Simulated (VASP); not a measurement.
Crystal: Fe.

```
CELL_PARAMETERS angstrom
-1.44300 1.44300 1.44300
1.44300 -1.44300 1.44300
1.44300 1.44300 -1.44300
ATOMIC_POSITIONS crystal
Fe 0.00000 0.00000 0.00000
```

```yaml
Program: VASP 6.6.1
Task: relaxation of cell and atoms
Functional: PBE
Dispersion: D3(BJ)
Potentials_or_basis: VASP PAW PBE potentials, release 64 (Fe)
Cutoff: 600 eV
k_mesh: 18 × 18 × 18
Occupations: methfessel-paxton, width 0.1 eV
Spin: collinear spin, ferromagnetic start
Starting_moments: "[4.0] μB"
```

At the start: pressure -14.8 GPa; volume 12.02 Å³/atom.

**Question.** Where does the relaxation end?

**Answer.** Over 3 steps the energy falls by 50.0 meV/atom and the volume is 11.05 Å³/atom (-8.1 %); space group Im-3m (No. 229, to 0.05 Å); moment 2.15 μB per cell.

The path:
| step | energy change (eV) | largest force (eV/Å) | pressure (GPa) | volume (Å³) |
| --- | --- | --- | --- | --- |
| 1 | 0.0000 | 0.0000 | -14.78 | 12.02 |
| 2 | -0.0001 | 0.0000 | 20.09 | 10.19 |
| 3 | -0.0500 | 0.0000 | 0.04 | 11.05 |

Final structure:
```
CELL_PARAMETERS angstrom
-1.40301 1.40301 1.40301
1.40301 -1.40301 1.40301
1.40301 1.40301 -1.40301
ATOMIC_POSITIONS crystal
Fe 0.00000 0.00000 0.00000
```

Caveat: pairwise dispersion overbinds metals, which lowers pressure and volume.
